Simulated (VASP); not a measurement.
Here is the system:

```
CELL_PARAMETERS angstrom
      2.87029     0.00000     0.00000
      0.00000     2.87029     0.00000
      0.00000     0.00000     4.11855
ATOMIC_POSITIONS crystal
  Ta 0.50000 0.50000 0.50000
  Au 0.00000 0.00000 0.00000
```

These are PBEsol GGA, VASP's PBE PAW potentials (set 64) (plane waves; VASP 6.6.1) values and carry that method's errors. Run with 400 eV cut-off, 14×14×10 Γ-centred mesh, tetrahedra with Blöchl corrections, potentials Ta_pv Au.

Problem. The job: TaAu (space group P4/mmm), 2 atoms, PBEsol, static run, 400 eV, 14×14×10 Γ-centred mesh. Roughly how much core time does it take on a busy server core?

Solution. About 2 core-minutes (one run on a shared machine, a rough figure). It had 216 irreducible k-points, 15 bands, up to 637 plane waves and 15 electronic steps.

The structure comes from a computed database's TaAu entry (P4/mmm); how it stands against other phases isn't given here. It was relaxed first.
